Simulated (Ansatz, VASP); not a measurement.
# Ni5Ge3 (Ni5Ge3 (C2/c)) in two plane-wave programs, part 2 of 2

Aim: how closely do two programs agree when they are given the same cell, functional and k mesh? The cell is taken from a series of runs on this material, whose earlier steps may have relaxed, scaled, displaced or heated it; both programs get it as it stands.

VASP 6.6.1 and Ansatz 0.2.0.

So far: Set-up; Ansatz: relaxation of cell and atoms, PBEsol.

### 3. VASP: relaxation of cell and atoms, PBEsol

Level of this step: PBEsol, no spin polarisation; plane waves and PAW (Ni, Ge_d) (VASP).

The same cell, functional, mesh and smearing now go to VASP, with its own data sets.

Lines of VASP's logs that name or quote its potential files are left out, and so is its time.

File INCAR:

```
SYSTEM = Ni5Ge3
PREC = Accurate
ENCUT = 600
EDIFF = 1E-07
NELM = 120
ISMEAR = -1
SIGMA = 0.05
LREAL = .FALSE.
ALGO = Normal
GGA = PS
NBANDS = 114
LASPH = .TRUE.
LORBIT = 11
LWAVE = .FALSE.
LCHARG = .FALSE.
ISIF = 3
IBRION = 2
NSW = 80
EDIFFG = -0.005
GGA_COMPAT = .FALSE.
NELMIN = 4
KPAR = 4
```

File POSCAR:

```
Ni5Ge3
1.0
    5.3584820000     -3.3369830000      0.0000000000
    5.3584820000      3.3369830000      0.0000000000
   -3.2392430000      0.0000000000      5.4118920000
Ni Ge
10 6
Direct
    0.3282857190      0.8177135846      0.6457464414
    0.1822865554      0.6717144210      0.8542535586
    0.6717142810      0.1822866954      0.3542535586
    0.8177134446      0.3282858590      0.1457464414
    1.0000000000      0.5000001400      0.0000000000
    0.5000000000      0.0000001400      0.5000000000
    0.2607212605      0.0873546199      0.0854717722
    0.9126455201      0.7392788794      0.4145282278
    0.7392787394      0.9126456602      0.9145282278
    0.0873544798      0.2607214006      0.5854717722
    0.1030528175      0.8969473225      0.2500000000
    0.8969471825      0.1030529575      0.7500000000
    0.4152462389      0.2835393849      0.9508645036
    0.7164607551      0.5847539011      0.5491354964
    0.5847537610      0.7164608951      0.0491354964
    0.2835392449      0.4152463790      0.4508645036
```

File KPOINTS:

```
Automatic mesh
0
Gamma
7 7 7
0 0 0
```

Potentials, in the order of the species: Ni and Ge_d (PBE family, release 64).

On the command line:

```bash
$ mpirun -np 4 vasp_std
```

Numbers of over 12 decimals in the logs are rounded to 6 here.

What it wrote:

```text
[banner, memory and clock lines left out]
running    4 mpi-ranks, on    1 nodes
 distrk:  each k-point on    1 cores,    4 groups
 distr:  one band on    1 cores,    1 groups

 POSCAR found type information on POSCAR NiGe
 POSCAR found :  2 types and      16 ions
|                                                                             |
|               ----> ADVICE to this user running VASP <----                  |
|                                                                             |
|     You enforced a specific xc type in the INCAR file but a different       |
|     [... a line on the potential file left out ...]
|     I HOPE YOU KNOW WHAT YOU ARE DOING!                                     |
|                                                                             |

 LDA part: xc-table for (Slater+PW92), standard interpolation
 POSCAR, INCAR and KPOINTS ok, starting setup
 FFT: planning ... GRIDC
 FFT: planning ... GRID_SOFT
 FFT: planning ... GRID
 WAVECAR not read
 entering main loop
       N       E                     dE             d eps       ncg     rms          rms(c)
DAV:   1     0.248456501552E+04    0.24846E+04   -0.74451E+04 25936   0.445E+03
DAV:   2     0.517629975526E+03   -0.19669E+04   -0.18700E+04 22800   0.117E+03
DAV:   3    -0.401663142185E+02   -0.55780E+03   -0.52710E+03 22800   0.338E+02
DAV:   4    -0.106006877973E+03   -0.65841E+02   -0.63773E+02 23942   0.129E+02
DAV:   5    -0.108663514255E+03   -0.26566E+01   -0.26348E+01 24974   0.298E+01    0.347E+01
DAV:   6    -0.112561228371E+03   -0.38977E+01   -0.15085E+02 29128   0.905E+01    0.358E+01
DAV:   7    -0.972879742166E+02    0.15273E+02   -0.49678E+01 25964   0.719E+01    0.112E+01
DAV:   8    -0.993094160701E+02   -0.20214E+01   -0.15440E+01 26922   0.526E+01    0.174E+01
DAV:   9    -0.971490619101E+02    0.21604E+01   -0.47983E+00 28880   0.332E+01    0.352E+00
DAV:  10    -0.971433039930E+02    0.57579E-02   -0.12977E+00 26040   0.888E+00    0.331E+00
DAV:  11    -0.970951910669E+02    0.48113E-01   -0.38758E-01 24572   0.705E+00    0.125E+00
DAV:  12    -0.970836133628E+02    0.11578E-01   -0.91006E-02 25464   0.203E+00    0.428E-01
DAV:  13    -0.970836708094E+02   -0.57447E-04   -0.13204E-02 24242   0.796E-01    0.207E-01
DAV:  14    -0.970836068065E+02    0.64003E-04   -0.13631E-03 28312   0.289E-01    0.757E-02
DAV:  15    -0.970836100096E+02   -0.32031E-05   -0.18183E-04 26382   0.105E-01    0.452E-02
DAV:  16    -0.970836019678E+02    0.80418E-05   -0.49484E-05 26070   0.797E-02    0.108E-02
DAV:  17    -0.970836018353E+02    0.13247E-06   -0.11991E-05 29026   0.337E-02    0.488E-03
DAV:  18    -0.970836013658E+02    0.46948E-06   -0.14457E-06 25462   0.949E-03    0.218E-03
DAV:  19    -0.970836013073E+02    0.58561E-07   -0.13543E-07 13300   0.296E-03
   1 F= -.97083601E+02 E0= -.97042630E+02  d E =-.970836E+02
[... from here on, the cycles between the ionic steps are left out ...]
   2 F= -.97086340E+02 E0= -.97045969E+02  d E =-.273839E-02
  10 F= -.97095879E+02 E0= -.97054507E+02  d E =-.104197E-03
  11 F= -.97095881E+02 E0= -.97054480E+02  d E =-.105673E-03
  12 F= -.97095885E+02 E0= -.97054495E+02  d E =-.109714E-03
  13 F= -.97095894E+02 E0= -.97054533E+02  d E =-.926601E-05
  14 F= -.97095912E+02 E0= -.97054539E+02  d E =-.273780E-04
  15 F= -.97095912E+02 E0= -.97054536E+02  d E =-.270871E-04
  16 F= -.97095912E+02 E0= -.97054537E+02  d E =-.273718E-04
  17 F= -.97095912E+02 E0= -.97054537E+02  d E =-.275060E-04
  18 F= -.97095912E+02 E0= -.97054538E+02  d E =-.274542E-04
 curvature:  -0.31 expect dE=-0.245E-05 dE for cont linesearch -0.802E-08
 trial: gam= 0.09962 g(F)=  0.655E-05 g(S)=  0.130E-05 ort = 0.149E-05 (trialstep = 0.138E+01)
 search vector abs. value=  0.901E-05
 bond charge predicted
       N       E                     dE             d eps       ncg     rms          rms(c)
DAV:   1    -0.970959232328E+02   -0.10980E-04   -0.34367E-03 23572   0.184E-01    0.185E-02
DAV:   2    -0.970959242258E+02   -0.99291E-06   -0.62183E-05 30370   0.737E-02    0.158E-02
DAV:   3    -0.970959256748E+02   -0.14490E-05   -0.22530E-05 24794   0.688E-02    0.213E-02
DAV:   4    -0.970959216365E+02    0.40383E-05   -0.87148E-06 24070   0.439E-02    0.548E-03
DAV:   5    -0.970959212768E+02    0.35967E-06   -0.25773E-06 31448   0.182E-02    0.462E-03
DAV:   6    -0.970959212100E+02    0.66761E-07   -0.11816E-06 24456   0.165E-02    0.283E-03
DAV:   7    -0.970959211772E+02    0.32895E-07   -0.19668E-07 12596   0.617E-03
  19 F= -.97095921E+02 E0= -.97054544E+02  d E =-.889146E-05
 trial-energy change:   -0.000009  1 .order   -0.000009   -0.000011   -0.000007
 step:   3.4468(harm=  3.4468)  dis= 0.00090  next Energy=   -97.095926 (dE=-0.138E-04)
 reached required accuracy - stopping structural energy minimisation
```

From OUTCAR (step 3):

```text
ion  position               nearest neighbor table
   1  0.328  0.818  0.646-  16 2.38  11 2.42  14 2.42   6 2.50   2 2.51  15 2.53   8 2.54   9 2.57
                            10 2.64   7 2.65  12 2.70  13 2.87
   2  0.182  0.672  0.854-  15 2.38  11 2.42  13 2.42   5 2.50   1 2.51  16 2.53   7 2.54  10 2.57
                             9 2.64   8 2.65  12 2.70  14 2.87
   3  0.672  0.182  0.354-  14 2.38  12 2.42  16 2.42   6 2.50   4 2.51  13 2.53  10 2.54   7 2.57
                             8 2.64   9 2.65  11 2.70  15 2.87
   4  0.818  0.328  0.146-  13 2.38  12 2.42  15 2.42   5 2.50   3 2.51  14 2.53   9 2.54   8 2.57
                             7 2.64  10 2.65  11 2.70  16 2.87
   5  0.000  0.500  0.000-  13 2.45  15 2.45   2 2.50   4 2.50  11 2.51  12 2.51   7 2.54   9 2.54
                            10 2.55   8 2.55  16 2.76  14 2.76
   6  0.500  0.000  0.500-  14 2.45  16 2.45   1 2.50   3 2.50  11 2.51  12 2.51   8 2.54  10 2.54
                             9 2.55   7 2.55  15 2.76  13 2.76
   7  0.261  0.087  0.085-  16 2.33  15 2.33  12 2.35  13 2.43   2 2.54   5 2.54   6 2.55  11 2.56
                             3 2.57   4 2.64   1 2.65
   8  0.913  0.739  0.415-  15 2.33  16 2.33  12 2.35  14 2.43   1 2.54   6 2.54   5 2.55  11 2.56
                             4 2.57   3 2.64   2 2.65
   9  0.739  0.913  0.915-  14 2.33  13 2.33  11 2.35  15 2.43   4 2.54   5 2.54   6 2.55  12 2.56
                             1 2.57   2 2.64   3 2.65
  10  0.087  0.261  0.585-  13 2.33  14 2.33  11 2.35  16 2.43   3 2.54   6 2.54   5 2.55  12 2.56
                             2 2.57   1 2.64   4 2.65
  11  0.103  0.897  0.250-   9 2.35  10 2.35   1 2.42   2 2.42   5 2.51   6 2.51   7 2.56   8 2.56
                             4 2.70   3 2.70
  12  0.897  0.103  0.750-   7 2.35   8 2.35   4 2.42   3 2.42   5 2.51   6 2.51   9 2.56  10 2.56
                             1 2.70   2 2.70
  13  0.415  0.284  0.951-  10 2.33   9 2.33   4 2.38   2 2.42   7 2.43   5 2.45   3 2.53   6 2.76
                             1 2.87
  14  0.716  0.585  0.549-   9 2.33  10 2.33   3 2.38   1 2.42   8 2.43   6 2.45   4 2.53   5 2.76
                             2 2.87
  15  0.585  0.716  0.049-   8 2.33   7 2.33   2 2.38   4 2.42   9 2.43   5 2.45   1 2.53   6 2.76
                             3 2.87
  16  0.284  0.415  0.451-   7 2.33   8 2.33   1 2.38   3 2.42  10 2.43   6 2.45   2 2.53   5 2.76
                             4 2.87

  LATTYP: Found a base centered monoclinic cell.
 ALAT       =    10.7169640000
 B/A-ratio  =     0.6227478230
 C/A-ratio  =     0.5885285711
 COS(beta)  =    -0.5135753914

 Subroutine GETGRP returns: Found  4 space group operations
 (whereof  2 operations were pure point group operations)

The static configuration has the point symmetry S_2 .
 The point group associated with its full space group is C_2h.

 Found    100 irreducible k-points:

   k-points           NKPTS =    100   k-points in BZ     NKDIM =    100   number of bands    NBANDS=    114

   dimension x,y,z NGX =    50 NGY =   50 NGZ =   50
   dimension x,y,z NGXF=   100 NGYF=  100 NGZF=  100

   ENCUT  =  600.0 eV  44.10 Ry    6.64 a.u.  12.61 12.61 12.60*2*pi/ulx,y,z

   NELECT =     184.0000    total number of electrons

 k-points in reciprocal lattice and weights: Automatic mesh
   0.00000000  0.00000000  0.00000000       0.003
   0.14285714  0.00000000  0.00000000       0.012
   0.28571429  0.00000000  0.00000000       0.012
   0.42857143  0.00000000 -0.00000000       0.012
   0.14285714  0.14285714  0.00000000       0.006
   0.28571429  0.14285714  0.00000000       0.012
   0.42857143  0.14285714 -0.00000000       0.012
  -0.42857143  0.14285714  0.00000000       0.012
  -0.28571429  0.14285714  0.00000000       0.012
[...]
-0.14285714 -0.28571429  0.42857143       0.012
  -0.14285714 -0.14285714  0.42857143       0.006

 average (electrostatic) potential at core
       1 -81.4954       2 -81.4954       3 -81.4954       4 -81.4954       5 -81.3998
       6 -81.3998       7 -81.5591       8 -81.5591       9 -81.5591      10 -81.5591
      11 -69.3322      12 -69.3322      13 -69.3043      14 -69.3043      15 -69.3043
      16 -69.3043

 E-fermi :   9.7664

 k-point     1 :       0.0000    0.0000    0.0000
  band No.  band energies     occupation
    ...
     90       9.1323      1.99999
     91       9.4911      1.99191
     92       9.5126      1.98759
     93       9.6152      1.90730
     94       9.6578      1.79527
     95       9.8769      0.19757
     96      12.4068      0.00000
     97      12.6338      0.00000
     98      12.6553      0.00000
     99      12.8233      0.00000
    ...

 k-point     2 :       0.1429    0.0000    0.0000
  band No.  band energies     occupation
    ...
     89       8.9359      2.00000
     90       9.1205      2.00000
     91       9.4772      1.99387
     92       9.5677      1.96307
     93       9.7937      0.73304
     94       9.8386      0.38158
     95       9.8716      0.21725
     96      11.5284      0.00000
     97      11.5583      0.00000
     98      12.5965      0.00000
    ...

 k-point     3 :       0.2857    0.0000    0.0000
  band No.  band energies     occupation
    ...
     88       8.9168      2.00000
     89       9.0006      2.00000
     90       9.1470      1.99999
     91       9.7462      1.19879
     92       9.7549      1.11387
     93       9.8441      0.34917
     94      10.1768      0.00055
     95      10.1831      0.00048
     96      10.5955      0.00000
     97      10.6176      0.00000
    ...

  Total        0.0055319      0.0005351     -0.0020870      0.0000000      0.0000000      0.0033793
  in kB        0.0461813      0.0044675     -0.0174227      0.0000000      0.0000000      0.0282116
  external PRESSURE =       0.0110754 kB  Pullay stress =       0.0000000 kB

  energy-cutoff  :      600.00
  volume of cell :      191.92
      direct lattice vectors                 reciprocal lattice vectors
     5.344761463 -3.329360041  0.004481077     0.093502618 -0.150179012  0.055971384
     5.344761463  3.329360041  0.004481077     0.093502618  0.150179012  0.055971384
    -3.226413892  0.000000000  5.389863954    -0.000155474  0.000000000  0.185440372

 POSITION                                       TOTAL-FORCE (eV/Angst)
 -----------------------------------------------------------------------------------
      4.04658      1.63882      3.49959         0.000474     -0.001807      0.000595
      1.80332      1.63882      4.59417        -0.000474     -0.001807     -0.000595
      3.41653     -1.63882      1.89923        -0.000474      0.001807     -0.000595
      5.65979     -1.63882      0.80466         0.000474      0.001807      0.000595
      2.67238      1.66468      0.00224        -0.000000      0.000000      0.000000
      1.05917     -1.66468      2.69717        -0.000000      0.000000      0.000000
      1.58034     -0.57634      0.46336        -0.003366      0.000716      0.000880
      7.49598     -0.57634      2.24054         0.003366      0.000716     -0.000880
      5.88277      0.57634      4.93547         0.003366     -0.000716     -0.000880
     -0.03287      0.57634      3.15829        -0.003366     -0.000716      0.000880
      4.53816      2.62574      1.35195        -0.000000     -0.000945      0.000000
      2.92495     -2.62573      4.04688        -0.000000      0.000945      0.000000
      0.67736     -0.43406      5.13758        -0.000769     -0.000961      0.000011
      5.17254     -0.43406      2.95618         0.000769     -0.000961     -0.000011
      6.78575      0.43406      0.26125         0.000769      0.000961     -0.000011
      2.29057      0.43406      2.44264        -0.000769      0.000961      0.000011
 -----------------------------------------------------------------------------------
    total drift:                               -0.001373      0.000064      0.000016

  FREE ENERGIE OF THE ION-ELECTRON SYSTEM (eV)
  ---------------------------------------------------
  free  energy   TOTEN  =       -97.0959211772 eV

  energy  without entropy=      -97.0131658247  energy(sigma->0) =      -97.05454350

 reached required accuracy - stopping structural energy minimisation

 total charge
# of ion       s       p       d       tot
------------------------------------------
    1        0.453   0.543   8.460   9.456
    2        0.453   0.543   8.460   9.456
    3        0.453   0.543   8.460   9.456
    4        0.453   0.543   8.460   9.456
    5        0.450   0.527   8.459   9.436
    6        0.450   0.527   8.459   9.436
    7        0.477   0.572   8.503   9.552
    8        0.477   0.572   8.503   9.552
    9        0.477   0.572   8.503   9.552
   10        0.477   0.572   8.503   9.552
   11        1.092   1.242  10.114  12.448
   12        1.092   1.242  10.114  12.448
   13        1.104   1.236  10.111  12.451
   14        1.104   1.236  10.111  12.451
   15        1.104   1.236  10.111  12.451
   16        1.104   1.236  10.111  12.451
--------------------------------------------------
tot         11.219  12.944 145.445 169.608

[... 3 further parts left out ...]
```

This run has no spin polarisation, so a moment on Ni, if there is one, isn't seen.

### 4. Comparison

Known differences besides the potentials themselves: the data sets hold 264 valence electrons in Ansatz (on its PAW soft_1 files) and 184 in VASP; the cutoff is 420 eV in Ansatz and 600 eV in VASP; Ansatz makes its cores anew for this functional, VASP keeps those of its PBE data sets; Ansatz adds a Pulay correction to the stress that steers its cell, VASP none. Total energies have different zeros and are not compared.

Compared:

| quantity | Ansatz | VASP | difference |
| --- | --- | --- | --- |
| volume (Å³) | 191.80 | 191.92 | -0.06 % |
| edge a after relaxation, in the typed setting (Å) | 6.296 | 6.297 | -0.02 % |
| edge c after relaxation, in the typed setting (Å) | 6.280 | 6.282 | -0.02 % |

### 5. What came out

```json
{
  "difference in volume (relaxation of cell and atoms, PBEsol)": "-0.061 %"
}
```

**Reading.** The difference in volume is -0.061 % (relaxation of cell and atoms, PBEsol), within the 1.2 % picked in this series as the mark of a large difference, as far as the stopping tolerances let one tell. The data sets hold unlike numbers of valence electrons (264 in Ansatz and 184 in VASP), so part of the differences comes from the potentials. How closely two codes agree says nothing of how well the functional describes the real material.

[Lines on the potential files, build, host, timing and source positions are cut from VASP's logs without a mark.]

[Logs are printed without paths, hosts, clocks, repeated set-up lines and the standing remarks that a program may print on its own settings, such as how far it seeks lower states.]

[Hosts, paths, dates, database ids (printed as entryN), source tags and the programs' standing remarks are cut or masked in the printed files.]
